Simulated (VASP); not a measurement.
```
CELL_PARAMETERS angstrom
     -1.78437     1.78437     3.59606
      1.78437    -1.78437     3.59606
      1.78437     1.78437    -3.59606
ATOMIC_POSITIONS crystal
  Li 0.00000 0.00000 0.00000
  Cu 0.75000 0.25000 0.50000
  Cu 0.25000 0.75000 0.50000
  Cu 0.50000 0.50000 0.00000
```

Calculation: PBEsol GGA, VASP's PBE PAW potentials (set 64) (plane waves; VASP). Numerical set-up: 520 eV cut-off, Gaussian smearing of 0.050 eV, potentials Li_sv Cu.

Q: Give the energies of bands 7 to 20 at the high-symmetry points, in eV from the Fermi level.

A: 
| band | Γ | X | P | N | M | S | R |
|---|---|---|---|---|---|---|---|
| 7 | -3.58 | -3.41 | -3.25 | -3.54 | -4.02 | -3.69 | -3.42 |
| 8 | -3.29 | -3.29 | -2.94 | -3.41 | -3.88 | -3.31 | -3.37 |
| 9 | -3.29 | -3.07 | -2.93 | -3.09 | -2.73 | -3.28 | -2.99 |
| 10 | -3.26 | -2.94 | -2.88 | -3.07 | -2.69 | -2.79 | -2.86 |
| 11 | -2.48 | -2.57 | -2.88 | -2.87 | -2.41 | -2.71 | -2.75 |
| 12 | -2.31 | -2.50 | -2.81 | -2.85 | -2.41 | -2.51 | -2.48 |
| 13 | -2.24 | -2.25 | -2.27 | -2.42 | -2.04 | -2.46 | -2.43 |
| 14 | -2.03 | -2.23 | -2.27 | -2.40 | -1.95 | -2.24 | -2.41 |
| 15 | -2.03 | -1.89 | -2.27 | -2.36 | -1.79 | -2.23 | -1.97 |
| 16 | -1.92 | -1.75 | -1.87 | -2.31 | -1.79 | -2.10 | -1.89 |
| 17 | -1.51 | -1.08 | -1.49 | -1.79 | -1.75 | -1.82 | -1.37 |
| 18 | 1.60 | -0.86 | -0.42 | -1.50 | -1.51 | -1.41 | -1.33 |
| 19 | 5.75 | -0.74 | -0.30 | 2.27 | 1.76 | -0.96 | -0.27 |
| 20 | 5.75 | -0.20 | -0.30 | 2.63 | 1.76 | 4.50 | -0.09 |

It has no gap at this level: it comes out as a metal or semimetal.

The structure comes from a computed database's LiCu3 entry (I4/mmm); how it stands against other phases isn't given here. It was relaxed first.
